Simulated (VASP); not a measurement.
Here is the system:

```
CuEuP
1.0
    4.00343     0.00000     0.00000
   -2.00171     3.46707     0.00000
    0.00000     0.00000     7.90812
Eu Cu P
2 2 2
Cartesian
 -2.00171   3.46707   0.00000
 -2.00171   3.46707   3.95406
  2.00172   1.15569   1.97703
  0.00000   2.31138   5.93109
  2.00172   1.15569   5.93109
  0.00000   2.31138   1.97703
```

The numbers are results of PBEsol GGA, VASP's PBE PAW potentials (set 64) (plane waves; VASP), not measurements. Run with 400 eV cut-off, Gaussian smearing of 0.050 eV, potentials Eu_2 Cu P.

The 4f electrons are frozen in the core of the lanthanide potential, so 4f levels, which can set the real gap, and their magnetism are missing.

Task: What does the run give for the band gap (along the path) with the smallest direct gap where there is one?

Result: 
- band gap (along the path): none (metal, semimetal or under 0.01 eV)

The structure comes from a computed database's EuCuP entry (P6_3/mmc); how it stands against other phases isn't given here. It was relaxed first, which changed the volume by -6 %.
